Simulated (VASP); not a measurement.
```
CELL_PARAMETERS angstrom
      0.00000     1.75634     1.75634
      1.75634     0.00000     1.75634
      1.75634     1.75634     0.00000
ATOMIC_POSITIONS crystal
  Ni 0.00000 0.00000 0.00000
```
Starting moments (μB, in the order of the record's atoms Ni): 0.6.

Level of theory: PBE GGA, VASP's PBE PAW potentials (set 64) (plane waves; VASP). Numerical set-up: 480 eV cut-off, 16×16×16 Γ-centred mesh, first-order Methfessel-Paxton smearing of 0.10 eV, potentials Ni.

Energy and stress use the plane-wave basis of the starting cell.

**Question.** The ions, cell shape and volume at an external pressure of 10.0 GPa are relaxed. What does this cell relax into?

**Answer.** 
```
CELL_PARAMETERS angstrom
      0.00000     1.73196     1.73196
      1.73196     0.00000     1.73196
      1.73196     1.73196     0.00000
ATOMIC_POSITIONS crystal
  Ni 0.00000 0.00000 0.00000
```
Space group Fm-3m (225), at a tolerance of 0.03 Å. The cell ends with 0.59 μB, on the sites 0.59 μB.

**Question.** How do energy and volume change from the first to the last step?

**Answer.** The energy (σ→0) changes by +14.1 meV/atom and the volume by -4.1 %, in 3 ionic steps.

```
step  E(σ→0) (eV)  max force (eV/Å)  pressure (GPa)  volume (Å³)
----  -----------  ----------------  --------------  -----------
1         -5.4706             0.000            0.55        10.84
2         -5.4014             0.000           24.29         9.86
3         -5.4566             0.000            9.92        10.39
```

The compound is Ni in the fcc structure. This run relaxes it under an external pressure of 10 GPa. Symmetry was kept, so distortions that lower it aren't found.
